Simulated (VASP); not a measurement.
Input:

```yaml
crystal:
  lattice:
    - [2.49870, 1.44263, 4.48355]
    - [-2.49870, 1.44263, 4.48355]
    - [0.00000, -2.88525, 4.48355]
  atoms:
    - { symbol: Ga, position: [0.85330, 0.85784, 0.82410] }
    - { symbol: Ga, position: [0.16244, 0.14985, 0.12559] }
    - { symbol: Ga, position: [0.65847, 0.64329, 0.65085] }
    - { symbol: Ga, position: [0.33803, 0.35387, 0.36303] }
    - { symbol: O, position: [0.76415, 0.42549, 0.07178] }
    - { symbol: O, position: [0.25375, 0.52954, 0.96047] }
    - { symbol: O, position: [0.03549, 0.78078, 0.45911] }
    - { symbol: O, position: [0.93982, 0.27055, 0.54174] }
    - { symbol: O, position: [0.46348, 0.03575, 0.73938] }
    - { symbol: O, position: [0.53107, 0.95306, 0.26394] }
```

Calculation: LDA (Ceperley-Alder, Perdew-Zunger), VASP's LDA PAW potentials (set 64) (plane waves; VASP 6.6.1). Numerical set-up: 400 eV cut-off, 4×4×4 Γ-centred mesh, Fermi-Dirac smearing of 0.010 eV, potentials Ga_d O.

At this cut-off the stress carries a Pulay error, which pulls relaxed volumes low.

Give the force on each atom (eV/Å).

```json
[
 {"atom": "Ga1", "Fx": "-0.160", "Fy": "-2.013", "Fz": "3.664"},
 {"atom": "Ga2", "Fx": "0.234", "Fy": "-0.523", "Fz": "0.129"},
 {"atom": "Ga3", "Fx": "-0.638", "Fy": "-0.472", "Fz": "-2.016"},
 {"atom": "Ga4", "Fx": "0.583", "Fy": "0.839", "Fz": "0.209"},
 {"atom": "O5", "Fx": "-1.618", "Fy": "0.556", "Fz": "-0.992"},
 {"atom": "O6", "Fx": "-1.011", "Fy": "1.548", "Fz": "0.735"},
 {"atom": "O7", "Fx": "2.637", "Fy": "1.361", "Fz": "-2.315"},
 {"atom": "O8", "Fx": "0.283", "Fy": "-1.071", "Fz": "0.462"},
 {"atom": "O9", "Fx": "-1.554", "Fy": "-0.894", "Fz": "0.365"},
 {"atom": "O10", "Fx": "1.244", "Fy": "0.668", "Fz": "-0.242"}
]
```

Give the stress tensor in GPa (positive for a compressed cell).

```
-6.15   2.45  -1.10
 2.45  -7.56  -1.82
-1.10  -1.82  -2.39
```
The pressure is its mean diagonal, -5.37 GPa.

The structure comes from a computed database's Ga2O3 entry; how it stands against other phases isn't given here. The cell was not relaxed at this level.
